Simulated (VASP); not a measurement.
Consider the following.

```
EuS
1.0
    0.00000     2.94637     2.94637
    2.94637     0.00000     2.94637
    2.94637     2.94637     0.00000
Eu S
1 1
Cartesian
  0.00000   0.00000   0.00000
  2.94637   2.94637   2.94637
```

Calculation: PBEsol GGA, VASP's PBE PAW potentials (set 64) (plane waves; VASP 6.6.1). Settings: 480 eV cut-off, 8×8×8 Γ-centred mesh, Gaussian smearing of 0.050 eV, potentials Eu_2 S.

The 4f electrons are frozen in the core of the lanthanide potential, so 4f levels, which can set the real gap, and their magnetism are missing.

**Question.** What does the run give for the energy per atom (σ→0), pressure?

**Answer.** 
```
Quantity                        Value
---------------------  --------------
energy per atom (σ→0)  -5.649 eV/atom
pressure                    -3.38 GPa
```

The absolute energy has meaning only against runs of the same code, potentials and settings.

The compound is EuS in the rock salt structure. This cell was strained or had an atom moved on purpose.
